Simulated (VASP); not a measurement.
Level of theory: LDA (Ceperley-Alder, Perdew-Zunger), VASP's LDA PAW potentials (set 64) (plane waves; VASP).

VASP ran on this input.

File KPOINTS:
```
Automatic
0
gamma
6 6 8
0 0 0
```

**INCAR**
```
SYSTEM = TiO2
PREC = Accurate; ENCUT = 520; LREAL = .False.
LASPH = .True.
EDIFF = 1E-7; NELM = 100; ALGO = Normal
LMAXMIX = 4
ISMEAR = -5
ISIF = 2
LWAVE = .False.; LCHARG = .True.; LORBIT = 11
NEDOS = 601
LEFG = .True.
```

**POSCAR**
```
TiO2
1
    4.5535610722     0.0000000000     0.0000000000
    0.0000000000     4.5535610722     0.0000000000
    0.0000000000     0.0000000000     2.9236567589
Ti O
2 4
Direct
  0.0000000000   0.0000000000   0.0000000000
  0.5000000000   0.5000000000   0.5000000000
  0.3039999614   0.3039999614   0.0000000000
  0.8039999614   0.1960000386   0.5000000000
  0.1960000386   0.8039999614   0.5000000000
  0.6960000386   0.6960000386   0.0000000000
```

POTCAR, in this order: Ti_sv O (LDA.64 set). Program: vasp_std.

Q: Estimate the energy per atom (σ→0), band gap (on the k-mesh).

A: 
The energy per atom (σ→0) comes out as -9.796 eV/atom. The band gap (on the k-mesh) is 1.82 eV.

**OSZICAR**
```
...
DAV:  10    -0.587791694753E+02   -0.88722E-03   -0.12111E-01  3476   0.278E+00    0.244E-01
DAV:  11    -0.587789603714E+02    0.20910E-03   -0.80356E-03  3408   0.649E-01    0.755E-02
DAV:  12    -0.587789679690E+02   -0.75976E-05   -0.68796E-04  3956   0.200E-01    0.676E-02
DAV:  13    -0.587789364399E+02    0.31529E-04   -0.18969E-04  3800   0.117E-01    0.125E-02
DAV:  14    -0.587789360949E+02    0.34497E-06   -0.10572E-05  4064   0.298E-02    0.723E-03
DAV:  15    -0.587789362326E+02   -0.13767E-06   -0.22794E-06  3524   0.151E-02    0.136E-03
DAV:  16    -0.587789362400E+02   -0.74215E-08   -0.90005E-08  1972   0.314E-03
   1 F= -.58778936E+02 E0= -.58778936E+02  d E =0.000000E+00
```

The compound is TiO2 in the rutile structure. It was relaxed first.
